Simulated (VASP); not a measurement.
Computed with vdW-DF2, VASP's PBE PAW potentials (set 64) (plane waves; VASP).

A VASP calculation is set up with these files.

### KPOINTS
```
Automatic mesh
0
Gamma
12 12 12
0 0 0
```

File POSCAR:
```
BN
1
    0.0000000000     1.8470122237     1.8470122237
    1.8470122237     0.0000000000     1.8470122237
    1.8470122237     1.8470122237     0.0000000000
B N
1 1
Direct
  0.0000000000   0.0000000000   0.0000000000
  0.2500000000   0.2500000000   0.2500000000
```

**INCAR**
```
SYSTEM = BN
PREC = Accurate
ENCUT = 520
EDIFF = 1E-7
NELM = 100
ALGO = Normal
LREAL = .FALSE.
LASPH = .TRUE.
ISMEAR = 0
SIGMA = 0.05
GGA = ML
ZAB_VDW = -1.8867
LUSE_VDW = .TRUE.
AGGAC = 0.0
LWAVE = .FALSE.
LCHARG = .FALSE.
ISIF = 2
```

POTCAR, in this order: B N (PBE.64 set). Program: vasp_std.

Task: What will the output report for the number of irreducible k-points (NKPTS), largest plane-wave count, number of space-group operations, FFT grid (NGX, NGY, NGZ)?

Result: 
```
Item                                          Result
--------------------------------------  ------------
number of irreducible k-points (NKPTS)            72
largest plane-wave count                         347
number of space-group operations                  24
FFT grid (NGX, NGY, NGZ)                20 × 20 × 20
```

The compound is BN in the zinc blende structure. This cell is one point of a volume scan, at 1.03 of the reference volume.
